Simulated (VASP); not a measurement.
# LiSi16 (a cell with a defect) in VASP: a series of runs

One crystal, LiSi16 (a cell with a defect), is run at these levels: r2SCAN+D3(BJ); tasks: single point.

Everything below comes from runs of VASP 6.6.1. Logs are shortened: lines on timing, memory, paths and dates and some standing lists are left out, and cuts for length are marked.

### Step 1. The structure

The cell holds a defect, 17 atoms: a = 7.679 Å, b = 7.679 Å, c = 7.679 Å, α = 60.00°, β = 60.00°, γ = 60.00°.

The cell was built by a generator and needn't be a form met in nature.

### Step 2. Single point, r2SCAN+D3(BJ)

POSCAR reads:

```
LiSi16
1.0
    0.0000000000      5.4300000000      5.4300000000
    5.4300000000      0.0000000000      5.4300000000
    5.4300000000      5.4300000000      0.0000000000
Si Li
16 1
Direct
   -0.0018801183      0.0057656310     -0.0017843039
    0.1236183749      0.1341466171      0.1237095294
   -0.0052921526      0.0105214480      0.4975414954
    0.1236058434      0.1341624958      0.6188362167
   -0.0008626458      0.5130433396     -0.0007745741
    0.1207624872      0.6378337435      0.1208545974
   -0.0008781475      0.5130626432      0.4888969599
    0.1240058789      0.6368056072      0.6197428123
    0.4974489552      0.0105198572     -0.0051998831
    0.6187423625      0.1341576943      0.1237007124
    0.4974429374      0.0105246224      0.4975372658
    0.6220209796      0.1340593994      0.6221146147
    0.4888053813      0.5130566837     -0.0007853745
    0.6196527985      0.6368033767      0.1240982495
    0.4977631488      0.5068335457      0.4978575000
    0.6196537641      0.6368098327      0.6197435903
    0.8704726624      0.3887022624      0.8705633916
```

INCAR.step1 reads:

```
SYSTEM = LiSi16
PREC     = Accurate       ! precision mode
ENCUT    = 520            ! plane-wave cutoff, eV
ISMEAR   = -1             ! smearing method
SIGMA    = 0.05           ! smearing width, eV
LREAL    = Auto         
LASPH    = .TRUE.         ! aspherical terms in the spheres
NELM     = 100            ! most SCF steps
NBANDS   = 48             ! bands
NELECT   = 66.0         
GGA      = PE             ! functional
ALGO     = Normal         ! electronic algorithm
EDIFF    = 1E-4           ! SCF threshold, eV
LWAVE    = .TRUE.         ! write WAVECAR
LCHARG   = .FALSE.        ! write CHGCAR
```

INCAR.step2 reads:

```
SYSTEM = LiSi16
PREC     = Accurate       ! precision mode
ENCUT    = 520            ! plane-wave cutoff, eV
EDIFF    = 1E-7           ! SCF threshold, eV
ISMEAR   = -1             ! smearing method
SIGMA    = 0.05           ! smearing width, eV
LREAL    = Auto         
LASPH    = .TRUE.         ! aspherical terms in the spheres
NELM     = 100            ! most SCF steps
ALGO     = Normal         ! electronic algorithm
ISIF     = 2              ! what is computed and relaxed
LWAVE    = .FALSE.        ! write WAVECAR
LCHARG   = .FALSE.        ! write CHGCAR
METAGGA  = R2SCAN         ! meta-GGA
LMIXTAU  = .TRUE.       
IVDW     = 12             ! dispersion correction
VDW_S6   = 1.0          
VDW_S8   = 0.78981345   
VDW_A1   = 0.49484001   
VDW_A2   = 5.73083694   
NBANDS   = 48             ! bands
NELECT   = 66.0         
ISTART   = 1
```

KPOINTS reads:

```
regular mesh
0
G
  2 2 2
  0 0 0
```

Potentials or basis: VASP PAW PBE potentials, release 64 (Si, Li_sv).

Command:

```bash
$ cat potpaw_PBE.64/Si/POTCAR potpaw_PBE.64/Li_sv/POTCAR > POTCAR
$ cp INCAR.step1 INCAR
$ mpirun -np 1 vasp_std > vasp.out
$ cp INCAR.step2 INCAR
$ mpirun -np 1 vasp_std > vasp.out
```

OUTCAR:

```text
SYSTEM = LiSi16
   PREC = Accurate
   ENCUT = 520
   EDIFF = 1E-7
   ISMEAR = -1
   LREAL = Auto
   LASPH = .TRUE.
   NELM = 100
   ISIF = 2
   METAGGA = R2SCAN
   IVDW = 12
   NELECT = 66.0
   ISTART = 1
 IVDW          = 12

 ion  position               nearest neighbor table
   1  0.998  0.006  0.998-   6 2.31   2 2.38  10 2.38   4 2.38  17 2.40
   2  0.124  0.134  0.124-   9 2.34   3 2.34   5 2.38   1 2.38  17 2.75
   3  0.995  0.011  0.498-  12 2.34   8 2.34   2 2.34   4 2.34
   4  0.124  0.134  0.619-   3 2.34  11 2.34   7 2.38   1 2.38  17 2.75
   5  0.999  0.513  0.999-   6 2.31   2 2.38   8 2.38  14 2.38  17 2.39
   6  0.121  0.638  0.121-   1 2.31   7 2.31  13 2.31   5 2.31
   7  0.999  0.513  0.489-   6 2.31   4 2.38  16 2.38   8 2.38  17 2.39
   8  0.124  0.637  0.620-   3 2.34  15 2.34   7 2.38   5 2.38  17 2.72
   9  0.497  0.011  0.995-  12 2.34  14 2.34   2 2.34  10 2.34
  10  0.619  0.134  0.124-   9 2.34  11 2.34  13 2.38   1 2.38  17 2.75
  11  0.497  0.011  0.498-  12 2.34  16 2.34  10 2.34   4 2.34
  12  0.622  0.134  0.622-   9 2.34   3 2.34  11 2.34  15 2.34
  13  0.489  0.513  0.999-   6 2.31  10 2.38  16 2.38  14 2.38  17 2.39
  14  0.620  0.637  0.124-   9 2.34  15 2.34  13 2.38   5 2.38  17 2.72
  15  0.498  0.507  0.498-  12 2.34  16 2.34   8 2.34  14 2.34
  16  0.620  0.637  0.620-  11 2.34  15 2.34   7 2.38  13 2.38  17 2.72
  17  0.870  0.389  0.871-   7 2.39  13 2.39   5 2.39   1 2.40  14 2.72   8 2.72  16 2.72   4 2.75
                            10 2.75   2 2.75

  LATTYP: Found a face centered cubic cell.
 ALAT       =    10.8600000000

  Lattice vectors:

 A1 = (   0.0000000000,   5.4300000000,   5.4300000000)
 A2 = (   5.4300000000,   0.0000000000,   5.4300000000)
 A3 = (   5.4300000000,   5.4300000000,   0.0000000000)

Analysis of symmetry for initial positions (statically):
=====================================================================
 Subroutine PRICEL returns:
 Original cell was already a primitive cell.

 Routine SETGRP: Setting up the symmetry group for a
 face centered cubic supercell.

 Subroutine GETGRP returns: Found  2 space group operations
 (whereof  1 operations were pure point group operations)
 out of a pool of 48 trial point group operations.

The static configuration has the point symmetry C_1 .
 The point group associated with its full space group is C_1h.

Analysis of symmetry for dynamics (positions and initial velocities):
=====================================================================
 Subroutine PRICEL returns:
 Original cell was already a primitive cell.

 Routine SETGRP: Setting up the symmetry group for a
 face centered cubic supercell.

 Subroutine GETGRP returns: Found  2 space group operations
 (whereof  1 operations were pure point group operations)
 out of a pool of 48 trial point group operations.

The dynamic configuration has the point symmetry C_1 .
 The point group associated with its full space group is C_1h.

 Subroutine INISYM returns: Found  2 space group operations
 (whereof  1 operations are pure point group operations),
 and found     1 'primitive' translations

----------------------------------------------------------------------------------------

                                     Primitive cell

  volume of cell :     320.2060

  direct lattice vectors                    reciprocal lattice vectors
     0.000000000  5.430000000  5.430000000    -0.092081031  0.092081031  0.092081031
     5.430000000  0.000000000  5.430000000     0.092081031 -0.092081031  0.092081031
     5.430000000  5.430000000  0.000000000     0.092081031  0.092081031 -0.092081031

  length of vectors
     7.679179644  7.679179644  7.679179644     0.159489025  0.159489025  0.159489025

  position of ions in fractional coordinates (direct lattice)
     0.998119882  0.005765631  0.998215696
     0.123618375  0.134146617  0.123709529
     0.994707847  0.010521448  0.497541495
     0.123605843  0.134162496  0.618836217
     0.999137354  0.513043340  0.999225426
     0.120762487  0.637833744  0.120854597
[... 9 lines left out ...]
     0.619653764  0.636809833  0.619743590
     0.870472662  0.388702262  0.870563392

  ion indices of the primitive-cell ions
   primitive index   ion index
                 1           1
                 2           2
                 3           3
                 4           4
                 5           5
                 6           6
[... 9 lines left out ...]
                16          16
                17          17

----------------------------------------------------------------------------------------

 KPOINTS: regular mesh

Automatic generation of k-mesh.
 Grid dimensions read from file:
 generate k-points for:    2    2    2

 Generating k-lattice:

  Cartesian coordinates                     Fractional coordinates (reciprocal lattice)
    -0.046040516  0.046040516  0.046040516     0.500000000  0.000000000  0.000000000
[... 43 lines left out ...]
   NSW    =      0    number of steps for IOM
   IBRION =     -1    ionic relax: 0-MD 1-quasi-New 2-CG
   NFREE  =      0    steps in history (QN), initial steepest desc. (CG)
   ISIF   =      2    stress and relaxation
   ISYM   =      2    0-nonsym 1-usesym 2-fastsym
   POTIM  = 0.5000    time-step for ionic-motion
   TEBEG  =    0.0;   TEEND  =   0.0 temperature during run
   PSTRESS=    0.0 pullay stress
   NELECT =      66.0000    total number of electrons
   NUPDOWN=      -1.0000    fix difference up-down
   EMIN   =  10.00;   EMAX   =-10.00  energy-range for DOS
   EFERMI =   0.00;   METHOD = LEGACY
   ISMEAR =    -1;   SIGMA  =   0.05  broadening in eV -4-tet -1-fermi 0-gaus
   EFERMI_NEDOS =   21; number of points for ismear=-14 and -15
   IALGO  =     38    algorithm
   IMIX   =      4    mixing-type and parameters
     AMIX     =   0.40;   BMIX     =  1.00
     AMIX_MAG =   1.60;   BMIX_MAG =  1.00
  volume/ion in A,a.u.               =      18.84       127.11
  Fermi-wavevector in a.u.,A,eV,Ry     =   0.967044  1.827449 12.723821  0.935174
  Thomas-Fermi vector in A             =   2.096897
   LORBIT       =      0    0 simple, 1 ext, 2 COOP (PROOUT), +10 PAW based schemes
   METAGGA = R2SCAN    functional components
   LHFCALC =     F    Hartree Fock is set to
   AEXX    =    0.0000 exact exchange contribution
   IVDW    =    12    specifies the selected vdW correction
   LEPSILON=     F    determine dielectric tensor
   LRPA    =     F    only Hartree local field effects (RPA)
 non-spin polarized calculation
  energy-cutoff  :      520.00
  volume of cell :      320.21
 maximum number of plane-waves:      8646
 NGX is ok and might be reduce to    60
   NGX = 29   NGY = 29   NGZ = 29

 number of electron      66.0000000 magnetization

 Free energy of the ion-electron system (eV)
  ---------------------------------------------------
  ext. energy  EPLUGINS =         0.00000000
  ---------------------------------------------------
  free energy    TOTEN  =      -147.80462190 eV

  energy without entropy =     -147.80446012  energy(sigma->0) =     -147.80454101

 E-fermi :   6.3710     XC(G=0):  -9.8964

 val. band max:        5.9537864847   @ k =   0.0000   0.0000   0.0000
 cond. band min:       6.7937769075   @ k =   0.0000   0.0000   0.0000
 fundamental gap:      0.8399904228
 Fermi energy:         6.3710389552

 k-point     1 :       0.0000    0.0000    0.0000
  band No.  band energies     occupation
      1     -42.1109      2.00000
      2      -6.5776      2.00000
      3      -4.2035      2.00000
      4      -4.1489      2.00000
      5      -4.1489      2.00000
      6      -4.1437      2.00000
[... 37 lines left out ...]
     44       8.4566      0.00000
     45       8.4566      0.00000

 k-point     2 :       0.5000    0.0000    0.0000
  band No.  band energies     occupation
      1     -42.1109      2.00000
      2      -5.8136      2.00000
      3      -5.6773      2.00000
      4      -3.8718      2.00000
      5      -3.8363      2.00000
      6      -3.8266      2.00000
[... 184 lines left out ...]
 k-point     6 :       0.5000    0.0000    0.5000
  band No.  band energies     occupation
      1     -42.1109      2.00000
      2      -5.5051      2.00000
      3      -5.4142      2.00000
      4      -4.4691      2.00000
      5      -4.4453      2.00000
      6      -4.4428      2.00000
[... 37 lines left out ...]
     44      10.5668      0.00000
     45      10.6532      0.00000
 [bands above 45 left out]

------------------------ aborting loop because EDIFF is reached ----------------------------------------

 Edisp (eV)   -2.56152

 E8    (eV) :    -0.8149

  FORCE on cell =-STRESS in cart. coord.  units (eV):
  Direction    XX          YY          ZZ          XY          YZ          ZX
  --------------------------------------------------------------------------------------
  -------------------------------------------------------------------------------------
  Total      -6.57428    -6.57544    -6.57428    -0.01938    -0.01938     0.02175
  in kB     -32.89494   -32.90076   -32.89494    -0.09697    -0.09697     0.10881
  external pressure =      -32.90 kB  Pullay stress =        0.00 kB

 VOLUME and BASIS-vectors are now :
 -----------------------------------------------------------------------------
  energy-cutoff  :      520.00
  volume of cell :      320.21
      direct lattice vectors                 reciprocal lattice vectors
     0.000000000  5.430000000  5.430000000    -0.092081031  0.092081031  0.092081031
     5.430000000  0.000000000  5.430000000     0.092081031 -0.092081031  0.092081031
     5.430000000  5.430000000  0.000000000     0.092081031  0.092081031 -0.092081031

 POSITION                                       TOTAL-FORCE (eV/Angst)
 -----------------------------------------------------------------------------------
      5.45162     10.84010      5.45110         0.003589     -0.004375      0.003589
      1.40016      1.34299      1.39966        -0.020572     -0.001965     -0.020572
      2.75878      8.10291      5.45840         0.008911     -0.009945      0.003782
      4.08878      4.03146      1.39968         0.001246      0.020418     -0.019912
      8.21162     10.85111      8.21114        -0.001901     -0.015522     -0.001901
      4.11968      1.31198      4.11918        -0.014230      0.012456     -0.014230
[... 9 lines left out ...]
      6.82309      6.72993      6.82260         0.000177     -0.004100      0.000177
      6.83781      9.45383      6.83732         0.014730     -0.007505      0.014730
 -----------------------------------------------------------------------------------
    total drift:                                0.043265     -0.039730      0.048940

  FREE ENERGIE OF THE ION-ELECTRON SYSTEM (eV)
  ---------------------------------------------------
  free  energy   TOTEN  =      -150.3661416992 eV

  energy  without entropy=     -150.3659799221  energy(sigma->0) =     -150.36606081
```

Run time: 9.2 min. Hardware: 1 thread of Intel Xeon Platinum 8488C (Sapphire Rapids), shared host; peak memory 0.55 GiB.

What came out:

| Quantity | Value |
| --- | --- |
| Free energy | -150.3661 eV |
| Largest force | 0.029 eV/Å |
| Band gap on the k mesh | 0.84 eV, direct |
| Dispersion energy per atom | -0.151 eV |

Forces in eV/Å, atoms in the order of the input:
```
Si   0.004 -0.004  0.004
Si  -0.021 -0.002 -0.021
Si   0.009 -0.010  0.004
Si   0.001  0.020 -0.020
Si  -0.002 -0.016 -0.002
Si  -0.014  0.012 -0.014
Si   0.015  0.002 -0.002
Si   0.001  0.000  0.003
Si   0.004 -0.010  0.009
Si  -0.020  0.020  0.001
Si   0.010 -0.005  0.010
Si   0.004 -0.006  0.004
Si  -0.002  0.002  0.015
Si   0.003  0.000  0.001
Si  -0.006  0.006 -0.006
Si   0.000 -0.004  0.000
Li   0.015 -0.008  0.015
```

Levels at points of the mesh, in eV from the valence-band top:
```
           k point  band 31  band 32  band 33  band 34  band 35  band 36
(0.00, 0.00, 0.00)    -0.01     0.00     0.00     0.84     0.85     0.85
(0.50, 0.00, 0.00)    -0.87    -0.77    -0.77     1.43     1.63     1.63
(0.00, 0.50, 0.00)    -0.87    -0.76    -0.76     1.45     1.62     1.62
(0.50, 0.50, 0.50)    -0.87    -0.77    -0.77     1.43     1.63     1.63
(0.50, 0.50, 0.00)    -1.44    -1.40    -1.35     1.26     1.34     2.48
(0.50, 0.00, 0.50)    -1.44    -1.40    -1.35     1.26     1.34     2.48
```

Caveat: the k mesh is coarse (spacing up to 0.50 Å⁻¹), so the values aren't converged; the cell carries a net charge on a neutralising background, which shifts energy and pressure; the cell is charged against a uniform background, so pressure and absolute levels hang on convention; the cutoff is under 1.25 times the usual one of these potentials, so pressure, stress and relaxed cells hold a basis-set (Pulay) error; the PAW data sets were made with another functional, which shifts forces and pressure a little. r2SCAN opens gaps a little over a GGA but as a rule still falls short of measured ones.

### Step 3. Single point, r2SCAN+D3(BJ)

POSCAR reads:

```
LiSi16
1.0
    0.0000000000      5.4300000000      5.4300000000
    5.4300000000      0.0000000000      5.4300000000
    5.4300000000      5.4300000000      0.0000000000
Si Li
16 1
Direct
    0.0055934491      0.0017367780      0.0050554517
    0.1278175557      0.1310862383      0.1272551645
    0.0057300075      0.0016221151      0.5010811406
    0.1354194175      0.1263354852      0.6258187559
    0.0036634526      0.5036535424      0.0031410089
    0.1278875857      0.6278780974      0.1273862537
    0.0055618036      0.5055515989      0.5012567675
    0.1278003820      0.6277896280      0.6305693507
    0.5016408979      0.0016304255      0.0051737564
    0.6263480392      0.1263381102      0.1349114142
    0.5035447307      0.0035351183      0.5030387399
    0.6262072344      0.1261964266      0.6256398597
    0.5017460345      0.5055838689      0.0050560808
    0.6310962148      0.6278071938      0.1272555598
    0.5016327991      0.5057193880      0.5010813190
    0.6263454976      0.6354097946      0.6258188017
    0.7534479980      0.2534352908      0.7527837751
```

INCAR.step1 reads:

```
SYSTEM = LiSi16
ALGO = Normal ; EDIFF = 1E-4
ENCUT = 520 ; GGA = PE
ISMEAR = -1 ; LASPH = .TRUE.
LCHARG = .FALSE. ; LREAL = Auto
LWAVE = .TRUE. ; NBANDS = 48
NELECT = 66.0 ; NELM = 100
PREC = Accurate ; SIGMA = 0.05
```

INCAR.step2 reads:

```
SYSTEM = LiSi16
ALGO = Normal ; EDIFF = 1E-6
ENCUT = 520 ; ISIF = 2
ISMEAR = -1 ; ISTART = 1
IVDW = 12 ; LASPH = .TRUE.
LCHARG = .TRUE. ; LELF = .TRUE.
LMIXTAU = .TRUE. ; LREAL = Auto
LVHAR = .TRUE. ; LWAVE = .FALSE.
METAGGA = R2SCAN ; NBANDS = 48
NELECT = 66.0 ; NELM = 100
PREC = Accurate ; SIGMA = 0.05
VDW_A1 = 0.49484001 ; VDW_A2 = 5.73083694
VDW_S6 = 1.0 ; VDW_S8 = 0.78981345
```

KPOINTS reads:

```
k-points
0
G
  2 2 2
  0 0 0
```

Potentials or basis: VASP PAW PBE potentials, release 64 (Si, Li_sv).

Command:

```bash
$ cat potpaw_PBE.64/Si/POTCAR potpaw_PBE.64/Li_sv/POTCAR > POTCAR
$ cp INCAR.step1 INCAR
$ mpirun -np 1 vasp_std > vasp.out
$ cp INCAR.step2 INCAR
$ mpirun -np 1 vasp_std > vasp.out
```

Wall time 4.4 min (1 thread of Intel Xeon 6975P-C (Granite Rapids), shared host); peak memory 0.56 GiB.

The run converged. Its results:

* Free energy: -150.3672 eV
* Largest force: 0.046 eV/Å
* Band gap on the k mesh: 0.84 eV, direct
* Dispersion energy per atom: -0.151 eV

Forces in eV/Å, atoms in the order of the input:
```
Si  -0.001  0.004 -0.004
Si   0.002  0.009  0.000
Si   0.002 -0.012 -0.014
Si   0.001  0.010  0.008
Si   0.005  0.005  0.006
Si   0.001  0.001 -0.002
Si  -0.002 -0.002  0.006
Si   0.002  0.002  0.007
Si  -0.011 -0.011  0.002
Si   0.008  0.008  0.003
Si  -0.003 -0.003 -0.002
Si   0.016  0.016  0.014
Si   0.004 -0.001 -0.004
Si   0.009  0.002  0.000
Si  -0.012  0.002 -0.014
Si   0.010  0.001  0.008
Li  -0.031 -0.031 -0.014
```

Levels at points of the mesh, in eV from the valence-band top:
```tsv
k point	band 29	band 30	band 31	band 32	band 33	band 34	band 35	band 36	band 37	band 38
(0.00, 0.00, 0.00)	-1.20	-1.20	0.00	0.00	0.00	0.84	0.85	0.85	0.92	0.92
(0.50, 0.00, 0.00)	-2.23	-0.87	-0.86	-0.77	-0.77	1.44	1.63	1.63	1.83	1.83
(0.00, 0.00, 0.50)	-2.23	-0.87	-0.87	-0.77	-0.77	1.44	1.63	1.63	1.83	1.83
(0.50, 0.50, 0.50)	-2.23	-0.87	-0.87	-0.77	-0.77	1.44	1.63	1.63	1.84	1.84
(0.50, 0.50, 0.00)	-2.01	-1.44	-1.44	-1.40	-1.35	1.26	1.34	2.48	2.59	2.60
(0.00, 0.50, 0.50)	-2.01	-1.44	-1.44	-1.40	-1.35	1.26	1.34	2.48	2.59	2.60
```

Caveat: the k mesh is coarse (spacing up to 0.50 Å⁻¹), so the values aren't converged; the cell carries a net charge on a neutralising background, which shifts energy and pressure; the cell is charged against a uniform background, so pressure and absolute levels hang on convention; the cutoff is under 1.25 times the usual one of these potentials, so pressure, stress and relaxed cells hold a basis-set (Pulay) error; the PAW data sets were made with another functional, which shifts forces and pressure a little.
